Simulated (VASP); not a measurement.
```
CELL_PARAMETERS angstrom
      2.85261     0.00000     0.00000
     -1.42630     2.47043     0.00000
      0.00000     0.00000     3.56586
ATOMIC_POSITIONS crystal
  Mn 0.00000 0.00000 0.00000
  Ge 0.66667 0.33333 0.50000
```
Starting moments (μB, in the order of the record's atoms Mn Ge): 0.8 0.0.

All values below come from PBEsol GGA, VASP's PBE PAW potentials (set 64) (plane waves; VASP 6.6.1). Settings: 400 eV cut-off, Gaussian smearing of 0.050 eV, potentials Mn_pv Ge_d.

The moments were started parallel, and other spin orders were not tried in this run.

Question: Give the spin-up energies of bands 9 to 16 at the high-symmetry points, in eV from the Fermi level.

Answer: 
```tsv
band	Γ	M	K	A	L	H
9	-13.54	-8.35	-7.24	-11.95	-7.95	-6.95
10	-3.28	-6.68	-5.22	-7.61	-5.27	-4.90
11	-1.69	-3.26	-4.46	-1.44	-4.18	-3.70
12	-1.47	-2.66	-2.79	-1.24	-1.68	-3.00
13	-1.47	-0.69	-1.62	-1.24	-1.46	-1.75
14	-0.37	0.35	0.04	-0.70	-0.66	-0.65
15	-0.37	1.30	0.12	-0.70	0.38	1.95
16	5.46	3.79	1.24	9.43	1.88	2.50
```

Question: Give the spin-down energies of bands 9 to 16 at the high-symmetry points, in eV from the Fermi level.

Answer: 
| band | Γ | M | K | A | L | H |
|---|---|---|---|---|---|---|
| 9 | -13.54 | -8.32 | -7.22 | -11.98 | -7.89 | -6.87 |
| 10 | -2.69 | -6.62 | -4.99 | -7.53 | -5.26 | -4.74 |
| 11 | -1.66 | -2.84 | -4.41 | -0.52 | -3.88 | -3.42 |
| 12 | -0.75 | -2.02 | -2.35 | -0.49 | -1.20 | -2.98 |
| 13 | -0.75 | 0.01 | -1.03 | -0.49 | -1.14 | -1.23 |
| 14 | 0.36 | 1.21 | 0.71 | -0.02 | 0.27 | 0.33 |
| 15 | 0.36 | 2.19 | 0.82 | -0.02 | 1.25 | 2.55 |
| 16 | 5.97 | 3.79 | 2.07 | 9.40 | 2.48 | 2.99 |

It has no gap at this level: it comes out as a metal or semimetal.

The structure was generated: MnGe was put into the WC type (P-6m2), which need not be its known phase. It was relaxed first, which changed the volume by -20 %.
